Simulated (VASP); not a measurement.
```
BaTe
1.0
    0.00000     3.54444     3.54444
    3.54444     0.00000     3.54444
    3.54444     3.54444     0.00000
Ba Te
1 1
Direct
  0.00000   0.00000   0.00000
  0.50000   0.50000   0.50000
```

The numbers are results of PBE GGA, VASP's PBE PAW potentials (set 64) (plane waves; VASP), not measurements. Numerical set-up: PREC = Normal, EDIFF = 1E-5, 400 eV cut-off, 7×7×7 Γ-centred mesh, Gaussian smearing of 0.050 eV, potentials Ba_sv Te.

Predict the energy per atom (σ→0).

```json
{
  "energy per atom (σ→0)": "-4.315 eV/atom"
}
```

The compound is BaTe in the rock salt structure. It was relaxed first.
